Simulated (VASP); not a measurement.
ZrTaO4:

```
Zr Ta O
1.0
     0.00000    3.15127    3.15127
     3.15127    0.00000    3.15127
     3.15127    3.15127    0.00000
Zr Ta O
1 1 4
Cartesian
  0.0000 0.0000 0.0000
  1.5756 1.5756 1.5756
  2.3707 2.3707 3.9318
  2.3707 3.9318 2.3707
  3.9318 2.3707 2.3707
  3.9318 3.9318 3.9318
```

The cell was built by a generator and needn't be a form met in nature.

- Program: VASP 6.6.1
- Task: relaxation of cell and atoms
- Functional: PBE
- Potentials or basis: VASP PAW PBE potentials, release 64 (Zr_sv, Ta_pv, O)
- Cutoff: 520 eV
- k mesh: 4 × 4 × 4
- Occupations: gaussian, width 0.15 eV
- Spin: no spin polarisation

At the start: pressure 4.4 GPa; volume 10.43 Å³/atom.

Question: How do energy, volume and symmetry change on relaxing?

Answer: Over 3 steps the energy falls by 3.7 meV/atom and the volume is 10.68 Å³/atom (+2.4 %); space group F-43m (No. 216, to 0.05 Å).

Step by step:
```csv
step,energy change (eV),largest force (eV/Å),pressure (GPa),volume (Å³)
1,0.0000,0.2200,4.41,62.59
2,-0.0099,0.0745,-3.02,65.23
3,-0.0220,0.0487,-0.25,64.06
```

Final structure:
```
Zr Ta O
1.0
     0.00000    3.17577    3.17577
     3.17577    0.00000    3.17577
     3.17577    3.17577    0.00000
Zr Ta O
1 1 4
Direct
  0.00000 0.00000 0.00000
  0.25000 0.25000 0.25000
  0.62440 0.62440 0.12680
  0.62440 0.12680 0.62440
  0.12680 0.62440 0.62440
  0.62440 0.62440 0.62440
```

Caveat: the k mesh is coarse (spacing up to 0.43 Å⁻¹), so the values aren't converged; an odd number of electrons without spin polarisation forces a metal; a magnetic or distorted state may lie lower.
